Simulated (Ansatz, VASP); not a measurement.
# Two plane-wave programs on BePt

```
CELL_PARAMETERS angstrom
0.00000 2.51784 2.51784
2.51784 0.00000 2.51784
2.51784 2.51784 0.00000
ATOMIC_POSITIONS crystal
Be 0.00000 0.00000 0.00000
Pt 0.75000 0.75000 0.75000
```

Alike in both runs: functional PBE; k mesh 6 × 6 × 6; occupations gaussian, width 0.1 eV; no spin polarisation.

Ansatz relaxed the structure, and its values are those at the end. VASP's run is a single point on that final structure, the one shown.

|  | VASP | Ansatz |
| --- | --- | --- |
| version | VASP 6.6.1 | Ansatz 0.2.0 |
| potentials or method | VASP PAW PBE potentials, release 64 (Be, Pt) | scalar-relativistic, plane waves, PAW |
| plane-wave cutoff (eV) | 520 | 420 |
| valence electrons in the cell | 12 | 20 |

Ansatz gave:

| Quantity | Value |
| --- | --- |
| gap on the k mesh at the Fermi level (eV) | none |
| pressure (GPa) | 0.0 |

Q: Which values does VASP return?

A: gap on the k mesh at the Fermi level (eV): none; pressure (GPa): 0.1.

A gap of «none» marks a metal or a gap that the smearing closes. The functional is the same, so the differences come from potentials, cutoffs and numerics. The two sets of potentials don't hold the same shells in valence.

Caveats: the k mesh is coarse (spacing up to 0.36 Å⁻¹), so the values aren't converged. Spin-orbit coupling is left out, which matters for the levels of Pt.
